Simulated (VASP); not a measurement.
VASP input:

**INCAR**
```
SYSTEM = RbCl
PREC = Accurate
ENCUT = 400
EDIFF = 1E-6
NELM = 100
ALGO = Normal
LREAL = .FALSE.
LASPH = .TRUE.
ISMEAR = 0
SIGMA = 0.05
GGA = PE
LMAXMIX = 4
LWAVE = .FALSE.
LCHARG = .FALSE.
ISIF = 2
NBANDS = 24
```

POSCAR:
```
RbCl
3.290
  0.0000000000   1.0000000000   1.0000000000
  1.0000000000   0.0000000000   1.0000000000
  1.0000000000   1.0000000000   0.0000000000
Rb Cl
1 1
Cart
  0.0000000000   0.0000000000   0.0000000000
  1.0000000000   1.0000000000   1.0000000000
```

**KPOINTS**
```
Automatic
0
Gamma
  6 6 6
```

POTCAR, in this order: Rb_sv Cl (PBE.64 set). Program: vasp_std.

Q: Write an equivalent input for Ansatz.

A: One equivalent input (not run):
Ansatz 0.2 input:
```yaml
crystal:
  lattice:
    - [0.0000000, 3.2900000, 3.2900000]
    - [3.2900000, 0.0000000, 3.2900000]
    - [3.2900000, 3.2900000, 0.0000000]
  atoms:
    - { symbol: Rb, position: [0.0000000, 0.0000000, 0.0000000] }
    - { symbol: Cl, position: [0.5000000, 0.5000000, 0.5000000] }
kpoints:
  mp_grid: { grid: [6, 6, 6] }
hamiltonian:
  xc: pbe
  pseudopotentials: { kind: paw }
scf:
  occupations: { method: gaussian, width: 0.05 }
  max_iter: 100
output: { forces: true, stress: true, eigenvalues: true }
```
What does not carry over: each code has its own PAW files, so the cut-off isn't converted (ENCUT is set for VASP's; basis.ecutwfc is left out, and Ansatz then takes the one that its files recommend); Ansatz stops its SCF on the density residual and VASP on the energy change (EDIFF); the number of bands isn't carried over, since the valence differs with the files.

The compound is RbCl in the rock salt structure. The cell was not relaxed at this level. The run is one of a series of settings (NBANDS = 24 against the base run), some of them coarse on purpose.
